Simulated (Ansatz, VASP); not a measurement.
**ZnAgCl3 in two plane-wave programs**

Aim: how closely do two programs agree when they are given the same cell, functional and k mesh? The two relaxations start from unlike cells of this crystal (the structure described is Ansatz's start), so only their ends are compared.

Program: Ansatz 0.2.0. Level of theory: plane waves, with VASP 6.6.1 beside it; relaxation of cell and atoms at PBEsol. Results are calculated unless marked as measured.

## Step 1: The starting structure

It takes space group Cm (No. 8, monoclinic). Conventional cell: a = 7.340 Å, b = 7.350 Å, c = 5.111 Å, α = 90.00°, β = 90.56°, γ = 90.00°. Nearest to Ag lie 9 Cl at 3.58 to 3.68 Å. Zn has 6 Cl at 2.50 to 2.64 Å nearest. Cl has 2 Zn at 2.56 to 2.64 Å nearest. Nearest to Cl lie 2 Zn at 2.50 to 2.62 Å. Farther neighbours and most contacts between anions are not listed.

Coordinates:

```cif
data_structure
_symmetry_space_group_name_H-M 'P 1'
_symmetry_Int_Tables_number 1
_cell_length_a 5.1937
_cell_length_b 5.1937
_cell_length_c 5.1110
_cell_angle_alpha 90.396
_cell_angle_beta 90.396
_cell_angle_gamma 90.078
_cell_volume 137.86
loop_
_atom_site_label
_atom_site_type_symbol
_atom_site_fract_x
_atom_site_fract_y
_atom_site_fract_z
_atom_site_occupancy
Ag1 Ag 0.99850 0.99850 0.00420 1
Zn2 Zn 0.48970 0.48970 0.52600 1
Cl3 Cl 0.50680 0.99760 0.50460 1
Cl4 Cl 0.51120 0.51120 0.01530 1
Cl5 Cl 0.99760 0.50680 0.50460 1
```

## Step 2: VASP: relaxation of cell and atoms, PBEsol

The relaxed volume is the usual yardstick between codes: in a stiff, nearly cubic crystal its relative difference is about their pressure difference at one cell divided by the bulk modulus.

Lines of VASP's logs that name or quote its potential files are left out, and so is its time.

The input, INCAR:

```
SYSTEM = ZnAgCl3
PREC = Accurate
ENCUT = 500
EDIFF = 1E-07
NELM = 120
ISMEAR = -1
SIGMA = 0.05
LREAL = .FALSE.
ALGO = Normal
GGA = PS
NBANDS = 28
LASPH = .TRUE.
LORBIT = 11
LWAVE = .FALSE.
LCHARG = .FALSE.
ISIF = 3
IBRION = 2
NSW = 80
EDIFFG = -0.005
GGA_COMPAT = .FALSE.
NELMIN = 4
EFERMI = MIDGAP
KPAR = 2
```

The input, POSCAR:

```
ZnAgCl3
1.0
    5.2278462800     -3.6479297575      0.0036128493
    5.2278462800      3.6479297575      0.0036128493
   -0.0085058276      0.0000000000      3.8259516427
Ag Zn Cl
1 1 3
Direct
    0.8339837083      0.8339837083      0.0106136418
    0.4441917696      0.4441917696      0.5112402425
    0.5875664817      0.0705149736      0.5105800893
    0.5675431927      0.5675431927      0.0116858681
    0.0705149736      0.5875664817      0.5105800893
```

The input, KPOINTS:

```
Automatic mesh
0
Gamma
5 5 5
0 0 0
```

The projector-augmented-wave data sets are Ag, Zn and Cl (PBE family, release 64).

Launch:

```
$ mpirun -np 2 vasp_std
```

Numbers of over 12 decimals in the logs are rounded to 6 here.

What it wrote:

```text
[banner, memory and clock lines left out]
running    2 mpi-ranks, on    1 nodes
 distrk:  each k-point on    1 cores,    2 groups
 distr:  one band on    1 cores,    1 groups

 POSCAR found type information on POSCAR AgZnCl
 POSCAR found :  3 types and       5 ions
|                                                                             |
|               ----> ADVICE to this user running VASP <----                  |
|                                                                             |
|     You enforced a specific xc type in the INCAR file but a different       |
|     [... a line on the potential file left out ...]
|     I HOPE YOU KNOW WHAT YOU ARE DOING!                                     |
|                                                                             |

 LDA part: xc-table for (Slater+PW92), standard interpolation
 POSCAR, INCAR and KPOINTS ok, starting setup
 FFT: planning ... GRIDC
 FFT: planning ... GRID_SOFT
 FFT: planning ... GRID
 WAVECAR not read
 entering main loop
       N       E                     dE             d eps       ncg     rms          rms(c)
DAV:   1     0.348346282772E+03    0.34835E+03   -0.19590E+04  2184   0.147E+03
DAV:   2     0.219114011612E+02   -0.32643E+03   -0.31462E+03  2552   0.332E+02
DAV:   3    -0.144700467122E+02   -0.36381E+02   -0.36146E+02  2548   0.118E+02
DAV:   4    -0.154668795632E+02   -0.99683E+00   -0.99451E+00  2700   0.213E+01
DAV:   5    -0.154851283478E+02   -0.18249E-01   -0.18245E-01  2616   0.279E+00    0.102E+01
DAV:   6    -0.148105933204E+02    0.67454E+00   -0.13276E+00  3264   0.423E+01    0.749E+00
DAV:   7    -0.148169429746E+02   -0.63497E-02   -0.14441E+00  2616   0.742E+00    0.266E+00
DAV:   8    -0.147998608089E+02    0.17082E-01   -0.20577E-01  2980   0.694E+00    0.967E-01
DAV:   9    -0.147992970076E+02    0.56380E-03   -0.46930E-02  2980   0.479E+00    0.170E-01
DAV:  10    -0.147994061984E+02   -0.10919E-03   -0.45398E-03  2632   0.127E+00    0.873E-02
DAV:  11    -0.147996039511E+02   -0.19775E-03   -0.98115E-04  2488   0.214E-01    0.577E-02
DAV:  12    -0.147996881138E+02   -0.84163E-04   -0.13946E-04  2456   0.146E-01    0.219E-02
DAV:  13    -0.147996919830E+02   -0.38692E-05   -0.42848E-05  2676   0.128E-01    0.883E-03
DAV:  14    -0.147996927087E+02   -0.72570E-06   -0.67382E-06  2796   0.392E-02    0.453E-03
DAV:  15    -0.147996935821E+02   -0.87342E-06   -0.23932E-06  2756   0.188E-02    0.179E-03
DAV:  16    -0.147996936915E+02   -0.10941E-06   -0.66692E-07  2660   0.132E-02    0.128E-03
DAV:  17    -0.147996937408E+02   -0.49341E-07   -0.13764E-07  1808   0.588E-03
   1 F= -.14799694E+02 E0= -.14799694E+02  d E =-.147997E+02
[... from here on, the cycles between the ionic steps are left out ...]
   2 F= -.14803186E+02 E0= -.14803186E+02  d E =-.349267E-02
  14 F= -.14818113E+02 E0= -.14818113E+02  d E =-.207363E-02
  15 F= -.14818296E+02 E0= -.14818296E+02  d E =-.182703E-03
  16 F= -.14818382E+02 E0= -.14818382E+02  d E =-.268775E-03
  17 F= -.14818489E+02 E0= -.14818489E+02  d E =-.107212E-03
  18 F= -.14818645E+02 E0= -.14818645E+02  d E =-.263155E-03
  19 F= -.14818721E+02 E0= -.14818721E+02  d E =-.759674E-04
  20 F= -.14818733E+02 E0= -.14818733E+02  d E =-.874658E-04
  21 F= -.14818755E+02 E0= -.14818755E+02  d E =-.227796E-04
  22 F= -.14818772E+02 E0= -.14818772E+02  d E =-.397972E-04
 curvature:  -4.50 expect dE=-0.709E-04 dE for cont linesearch -0.693E-07
 trial: gam= 0.51212 g(F)=  0.105E-04 g(S)=  0.522E-05 ort = 0.108E-05 (trialstep = 0.149E+01)
 search vector abs. value=  0.368E-04
 bond charge predicted
       N       E                     dE             d eps       ncg     rms          rms(c)
DAV:   1    -0.148187859138E+02   -0.13459E-04   -0.13864E-02  2184   0.627E-01    0.481E-02
DAV:   2    -0.148187984552E+02   -0.12541E-04   -0.41996E-04  2728   0.158E-01    0.209E-02
DAV:   3    -0.148187928610E+02    0.55943E-05   -0.13795E-05  2688   0.291E-02    0.135E-02
DAV:   4    -0.148187897014E+02    0.31595E-05   -0.74396E-06  2672   0.208E-02    0.406E-03
DAV:   5    -0.148187896376E+02    0.63852E-07   -0.16663E-06  2440   0.923E-03    0.227E-03
DAV:   6    -0.148187895782E+02    0.59388E-07   -0.48464E-08  1524   0.261E-03
  23 F= -.14818790E+02 E0= -.14818790E+02  d E =-.171484E-04
 trial-energy change:   -0.000017  1 .order   -0.000017   -0.000024   -0.000009
 step:   2.1217(harm=  2.3328)  dis= 0.00095  next Energy=   -14.818791 (dE=-0.190E-04)
 reached required accuracy - stopping structural energy minimisation
```

Parts of OUTCAR (step 2):

```text
ion  position               nearest neighbor table
   1  0.834  0.834  0.011-   3 2.60   5 2.60   3 2.60   5 2.60   4 2.79
   2  0.444  0.444  0.511-   3 2.24   5 2.24   4 2.31   4 2.31
   3  0.588  0.071  0.511-   2 2.24   1 2.60   1 2.60
   4  0.568  0.568  0.012-   2 2.31   2 2.31   1 2.79
   5  0.071  0.588  0.511-   2 2.24   1 2.60   1 2.60

  LATTYP: Found a base centered monoclinic cell.
 ALAT       =    10.4556950568
 B/A-ratio  =     0.6977880930
 C/A-ratio  =     0.3659212589
 COS(beta)  =    -0.0015321106

 Subroutine GETGRP returns: Found  2 space group operations
 (whereof  2 operations were pure point group operations)

The static configuration has the point symmetry C_1h.

 Found     39 irreducible k-points:

   k-points           NKPTS =     39   k-points in BZ     NKDIM =     39   number of bands    NBANDS=     28

   dimension x,y,z NGX =    48 NGY =   48 NGZ =   28
   dimension x,y,z NGXF=    96 NGYF=   96 NGZF=   56

   ENCUT  =  500.0 eV  36.75 Ry    6.06 a.u.  11.62 11.62  6.98*2*pi/ulx,y,z

   NELECT =      44.0000    total number of electrons

 k-points in reciprocal lattice and weights: Automatic mesh
   0.00000000  0.00000000  0.00000000       0.008
   0.20000000 -0.00000000  0.00000000       0.032
   0.40000000  0.00000000  0.00000000       0.032
   0.20000000  0.20000000  0.00000000       0.016
   0.40000000  0.20000000  0.00000000       0.032
  -0.40000000  0.20000000  0.00000000       0.032
  -0.20000000  0.20000000  0.00000000       0.016
   0.40000000  0.40000000  0.00000000       0.016
  -0.40000000  0.40000000  0.00000000       0.016
[...]
-0.20000000 -0.40000000  0.40000000       0.032
  -0.20000000 -0.20000000  0.40000000       0.016

 average (electrostatic) potential at core
       1 -76.7338       2 -38.4965       3 -95.2262       4 -95.6742       5 -95.2262

 E-fermi :   1.0126

 k-point     1 :       0.0000    0.0000    0.0000
  band No.  band energies     occupation
    ...
     18      -1.9621      2.00000
     19      -1.8859      2.00000
     20      -1.4071      2.00000
     21      -1.1107      2.00000
     22       0.0678      2.00000
     23       1.8332      0.00000
     24       3.8525      0.00000
     25       5.0017      0.00000
     26       6.1951      0.00000
     27       7.2980      0.00000
    ...

 k-point     2 :       0.2000   -0.0000    0.0000
  band No.  band energies     occupation
    ...
     18      -2.0202      2.00000
     19      -1.9264      2.00000
     20      -1.4609      2.00000
     21      -1.1190      2.00000
     22       0.0278      2.00000
     23       2.2584      0.00000
     24       3.9660      0.00000
     25       5.2051      0.00000
     26       6.0518      0.00000
     27       7.5120      0.00000
    ...

 k-point     3 :       0.4000    0.0000    0.0000
  band No.  band energies     occupation
    ...
     18      -2.0155      2.00000
     19      -2.0107      2.00000
     20      -1.5004      2.00000
     21      -1.1199      2.00000
     22      -0.0356      2.00000
     23       2.9950      0.00000
     24       4.1331      0.00000
     25       5.3785      0.00000
     26       6.1339      0.00000
     27       7.0126      0.00000
    ...

  Total       -0.0134736     -0.0123708      0.0036437      0.0000000      0.0000000     -0.0041378
  in kB       -0.1429564     -0.1312557      0.0386598      0.0000000      0.0000000     -0.0439031
  external PRESSURE =      -0.0785174 kB  Pullay stress =       0.0000000 kB

  energy-cutoff  :      500.00
  volume of cell :      151.00
      direct lattice vectors                 reciprocal lattice vectors
     5.532225930 -3.615296983  0.007524545     0.090379334 -0.138301225  0.000147108
     5.532225930  3.615296983  0.007524545     0.090379334  0.138301225  0.000147108
    -0.006144445  0.000000000  3.774978477    -0.000360301  0.000000000  0.264901586

 POSITION                                       TOTAL-FORCE (eV/Angst)
 -----------------------------------------------------------------------------------
      9.13322      0.00000      0.05323        -0.000633      0.000000     -0.000678
      4.94933      0.00000      1.93590        -0.000768      0.000000      0.002077
      3.66407     -1.83977      1.93324         0.001852     -0.000218      0.000785
      6.28294      0.00000      0.05102        -0.002303      0.000000     -0.002969
      3.66407      1.83977      1.93324         0.001852      0.000218      0.000785
 -----------------------------------------------------------------------------------
    total drift:                               -0.000227      0.000000      0.000537

  FREE ENERGIE OF THE ION-ELECTRON SYSTEM (eV)
  ---------------------------------------------------
  free  energy   TOTEN  =       -14.8187895782 eV

  energy  without entropy=      -14.8187895760  energy(sigma->0) =      -14.81878958

 reached required accuracy - stopping structural energy minimisation

 total charge
# of ion       s       p       d       tot
------------------------------------------
    1        0.232   0.175   9.354   9.762
    2        0.476   0.442   9.844  10.761
    3        1.585   3.495   0.000   5.080
    4        1.585   3.501   0.000   5.086
    5        1.585   3.495   0.000   5.080
--------------------------------------------------
tot          5.463  11.107  19.198  35.768

[... 3 further parts left out ...]
```

CONTCAR:

```
ZnAgCl3
   1.00000000000000
     5.5322259303548602   -3.6152969828409347    0.0075245447968017
     5.5322259303548602    3.6152969828409347    0.0075245447968017
    -0.0061444445538848    0.0000000000000000    3.7749784770338430
  Ag              Zn              Cl
     1     1     3
Direct
     0.8254623770608390    0.8254623770608390    0.0108107532393488
     0.4476014859400385    0.4476014859400385    0.5110406332683652
     0.5858834117325458    0.0769975372158611    0.5107985649796464
     0.5678553139507222    0.5678553139507222    0.0112514145329954
     0.0769975372158611    0.5858834117325458    0.5107985649796464
```

The run keeps the 2 symmetry operations of its start, so it cannot find a distortion of lower symmetry.

(Continued in part 2 of 2.)

[Lines on the potential files, build, host, timing and source positions are cut from VASP's logs without a mark.]

[Logs are printed without paths, hosts, clocks, repeated set-up lines and the standing remarks that a program may print on its own settings, such as how far it seeks lower states.]

[Hosts, paths, dates, database ids (printed as entryN), source tags and the programs' standing remarks are cut or masked in the printed files.]
